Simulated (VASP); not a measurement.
## GeS₂ (relaxed from the anatase structure, space group I4_1/amd): computed properties

Calculation: PBEsol GGA, VASP's PBE PAW potentials (set 64) (plane waves; VASP).

For GeS2, the space group comes out as I4_1/amd (141) and the cell comes out as a = b = 5.026 Å, c = 9.753 Å, α = β = γ = 90.00°. The volume per atom comes out as 20.53 Å³/atom and the band gap (over mesh and band path) comes out as 0.41 eV. The smallest direct gap (over mesh and band path) comes out as 0.96 eV, the band-edge character comes out as indirect, P-N at 0.11 to M and the density comes out as 3.69 g/cm³.

GeS2 is modelled in the tetragonal space group I4₁/amd, origin choice 1 (No. 141), the anatase structure, Pearson symbol tI12. Conventional cell: a = b = 5.0257 Å, c = 9.7532 Å, α = β = γ = 90.00°. Ge on 4b sees 2 S at 2.221 Å and 4 S at 2.522 Å (octahedral). S on 8e is surrounded by 1 Ge at 2.221 Å and 2 Ge at 2.522 Å. (Neighbours: up to the widest gap in distance over summed covalent radii, below 1.35, at either atom.)
(The calculation used a cell of 6 atoms; values per cell refer to that cell.)

The structure was generated: GeS2 was put into the anatase type (I4_1/amd), which need not be its known phase. It was relaxed first. Symmetry was kept, so distortions that lower it aren't found.
